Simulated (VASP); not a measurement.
Here is the system:

```
IrO2
1.0
    4.34616     0.00000     0.00000
    0.00000     4.34616     0.00000
    0.00000     0.00000     3.11917
Ir O
2 4
Direct
  0.00000   0.00000   0.00000
  0.50000   0.50000   0.50000
  0.30990   0.30990   0.00000
  0.80990   0.19010   0.50000
  0.19010   0.80990   0.50000
  0.69010   0.69010   0.00000
```

All values below come from LDA (Ceperley-Alder, Perdew-Zunger), VASP's LDA PAW potentials (set 64) (plane waves; VASP). Run with 620 eV cut-off, 7×7×10 Γ-centred mesh, first-order Methfessel-Paxton smearing of 0.10 eV, potentials Ir O.

Unless said otherwise, spin-orbit coupling is left out, though it shifts the bands of the heavy elements here.

Question: Predict the energy per atom (σ→0), pressure, band gap (on the k-mesh) with the smallest direct gap where there is one.

Answer: 
```
Item                                                        Result
------------------------  ----------------------------------------
band gap (on the k-mesh)  none (metal, semimetal or under 0.01 eV)
energy per atom (σ→0)                               -8.102 eV/atom
pressure                                                 20.05 GPa
```

The compound is IrO2 in the rutile structure. It was relaxed first under an external pressure of 20 GPa.
